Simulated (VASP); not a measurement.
Energy against volume of Al (fcc). All values below come from revPBE GGA, VASP's PBE PAW potentials (set 64) (plane waves; VASP). Settings: 520 eV cut-off, 15×15×15 Γ-centred mesh, first-order Methfessel-Paxton smearing of 0.10 eV, potentials Al.

```
V (Å³/atom)  E (eV/atom)
-----------  -----------
16.150          -3.54972
16.649          -3.55383
17.149          -3.55058
17.648          -3.54142
```

### Question
Fit these four points and predict the energy of the run at 15.650 Å³/atom.

### Answer
A cubic in V^(−2/3), the third-order Birch-Murnaghan form, passes through the four points with V0 = 16.66 Å³/atom and B0 = 78 GPa, and gives -3.5365 eV/atom there. The run gave -3.5369 eV/atom, -0.4 meV/atom from the fit; all five points give B0 = 77 GPa.

The compound is Al in the fcc structure. It was relaxed first.
